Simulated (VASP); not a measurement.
Shape and ions are relaxed at each volume.

Given:

```xyz
2
Lattice="1.7996 -3.1170 0.0000 1.7996 3.1170 0.0000 0.0000 0.0000 5.6079" Properties=species:S:1:pos:R:3 pbc="T T T"
Ho     1.7996     1.0390     1.4020
Ho     1.7996    -1.0390     4.2059
```

Calculation: PBE GGA, VASP's PBE PAW potentials (set 64) (plane waves; VASP). Numerical set-up: 520 eV cut-off, 12×12×7 Γ-centred mesh, first-order Methfessel-Paxton smearing of 0.10 eV, potentials Ho_3.

The 4f electrons are frozen in the core of the lanthanide potential, so 4f levels, which can set the real gap, and their magnetism are missing.

Question: Give the energy at these volumes per atom, relative to the lowest: 29.44, 30.38, 31.32, 32.26, 33.20 Å³.

Answer: 17.7, 4.8, 0.0, 2.5, 11.8 meV/atom. A third-order Birch-Murnaghan fit gives B0 = 41.4 GPa and B0′ = 2.0.

Measured: bulk modulus 40.2 GPa (computed value off by +2.9 %), as given by Wikipedia, Holmium (infobox). The calculation is for a static lattice, while the measured bulk modulus holds thermal and zero-point effects, which are part of the difference.

The compound is Ho in the hcp structure. It was relaxed first.
